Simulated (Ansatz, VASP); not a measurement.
# Sn: VASP beside Ansatz, part 3 of 4

One calculation is typed for both programs; each brings its own data sets. How far apart do they land? Of the first pair: The structure shown is the start of the Ansatz relaxation below; VASP solves that cell, so the two are compared at the walk's first step.

VASP 6.6.1 and Ansatz 0.2.0.

So far: Set-up; Ansatz: relaxation, PBEsol; VASP: single point, PBEsol, start cell, pair 1.

**3. VASP: single point, PBEsol, start cell, pair 1 (continued)**

Level of this step: PBEsol; plane waves and PAW (Sn_d) (VASP).

Numbers of over 12 decimals in the logs are rounded to 6 here.

OUTCAR, selected parts (step 3):

```text
ion  position               nearest neighbor table
   1  0.503  0.503  0.497-   2 2.84   2 2.84   2 2.87   2 2.88
   2  0.747  0.747  0.753-   1 2.84   1 2.84   1 2.87   1 2.88

  LATTYP: Found a body centered orthorhombic cell.
 ALAT       =     4.6140838793
 B/A-ratio  =     1.0422368320
 C/A-ratio  =     1.3975762402

 Subroutine GETGRP returns: Found  4 space group operations
 (whereof  2 operations were pure point group operations)

The static configuration has the point symmetry C_1h.
 The point group associated with its full space group is C_2h.

   k-points           NKPTS =   1728   k-points in BZ     NKDIM =   1728   number of bands    NBANDS=     20

   dimension x,y,z NGX =    30 NGY =   30 NGZ =   32
   dimension x,y,z NGXF=    60 NGYF=   60 NGZF=   64

   ENCUT  =  400.0 eV  29.40 Ry    5.42 a.u.   7.56  7.56  7.84*2*pi/ulx,y,z

   NELECT =      28.0000    total number of electrons

 k-points in reciprocal lattice and weights: Points of the shifted mesh
   0.04166667  0.04166667  0.04166667       0.001
   0.04166667  0.04166667  0.12500000       0.001
   0.04166667  0.04166667  0.20833333       0.001
   0.04166667  0.04166667  0.29166667       0.001
   0.04166667  0.04166667  0.37500000       0.001
   0.04166667  0.04166667  0.45833333       0.001
   0.04166667  0.04166667  0.54166667       0.001
   0.04166667  0.04166667  0.62500000       0.001
   0.04166667  0.04166667  0.70833333       0.001
[...]
0.95833333  0.95833333  0.87500000       0.001
   0.95833333  0.95833333  0.95833333       0.001

 average (electrostatic) potential at core
       1-101.7411       2-101.7411

 E-fermi :   5.0068

 k-point     1 :       0.0417    0.0417    0.0417
  band No.  band energies     occupation
    ...
      8     -16.1660      2.00000
      9     -16.1568      2.00000
     10     -16.1491      2.00000
     11      -5.2988      2.00000
     12       3.7189      2.00000
     13       5.0235      0.11568
     14       5.1206      0.00000
     15       5.2479      0.00000
     16       7.1320      0.00000
     17       7.1471      0.00000
    ...

 k-point     2 :       0.0417    0.0417    0.1250
  band No.  band energies     occupation
    ...
      9     -16.1521      2.00000
     10     -16.1367      2.00000
     11      -5.2189      2.00000
     12       2.9255      2.00000
     13       4.7527      2.00000
     14       5.0448      0.00034
     15       5.6414      0.00000
     16       7.4168      0.00000
     17       7.4835      0.00000
     18       7.4989      0.00000
    ...

 k-point     3 :       0.0417    0.0417    0.2083
  band No.  band energies     occupation
    ...
     10     -16.1261      2.00000
     11      -5.0188      2.00000
     12       1.8321      2.00000
     13       4.3782      2.00000
     14       4.7802      2.00000
     15       5.7378      0.00000
     16       7.7796      0.00000
     17       7.8540      0.00000
     18       8.3213      0.00000
     19      10.9837      0.00000
    ...

  Total       -0.5556116     -0.5556116     -0.1518310     -0.5381952      0.0054921      0.0054922
  in kB      -12.4426676    -12.4426676     -3.4001854    -12.0526352      0.1229926      0.1229946
  external PRESSURE =      -9.4285069 kB  Pullay stress =       0.0000000 kB

  energy-cutoff  :      400.00
  volume of cell :       71.54
      direct lattice vectors                 reciprocal lattice vectors
     0.068902000  3.331552000  3.224267000    -0.153249659  0.153249659  0.155074006
     3.331552000  0.068902000  3.224267000     0.153249659 -0.153249659  0.155074006
     3.400454000  3.400454000  0.000000000     0.147039189  0.147039189 -0.155074006

 POSITION                                       TOTAL-FORCE (eV/Angst)
 -----------------------------------------------------------------------------------
      3.40076      3.40076      3.24233         0.000643      0.000643      0.070629
      5.10037      5.10037      4.81834        -0.000643     -0.000643     -0.070629
 -----------------------------------------------------------------------------------
    total drift:                               -0.000000     -0.000000     -0.000000

  FREE ENERGIE OF THE ION-ELECTRON SYSTEM (eV)
  ---------------------------------------------------
  free  energy   TOTEN  =        -8.4453477999 eV

  energy  without entropy=       -8.4453205184  energy(sigma->0) =       -8.44533416

 total charge
# of ion       s       p       d       tot
------------------------------------------
    1        1.171   1.163   9.965  12.299
    2        1.171   1.163   9.965  12.299
--------------------------------------------------
tot          2.342   2.325  19.930  24.597

[... 3 further parts left out ...]
```

The run ends at a pressure of -0.94 GPa, with forces up to 0.071 eV/Å.

**4. Comparison**

Known differences besides the potentials themselves: the cutoff is 420 eV in Ansatz and 400 eV in VASP; Ansatz makes its cores anew for this functional, VASP keeps those of its PBE data sets. Total energies have different zeros and are not compared.

Forces (eV/Å; atoms numbered as in POSCAR):

```
atom          Ansatz x, y, z            VASP x, y, z
 Sn1     0.001, 0.001, 0.073     0.001, 0.001, 0.071
 Sn2  -0.001, -0.001, -0.073  -0.001, -0.001, -0.071
```

The forces differ by 1.4 meV/Å r.m.s., which is 3.4 % of the r.m.s. force of 0.041 eV/Å (both taken over all components).

**5. Ansatz: relaxation, PBEsol**

This run makes the geometry at which the two programs are then compared. The cell compared in this pair holds 71.13 Å³, against 71.54 Å³ for the pair before.

The structure compared here is the end of the Ansatz relaxation.

This is the run of step 2 again, met here at its other cell.

[end of part 3 of 4]

[Lines on the potential files, build, host, timing and source positions are cut from VASP's logs without a mark.]

[Logs are printed without paths, hosts, clocks, repeated set-up lines and the standing remarks that a program may print on its own settings, such as how far it seeks lower states.]

[Hosts, paths, dates, database ids (printed as entryN), source tags and the programs' standing remarks are cut or masked in the printed files.]
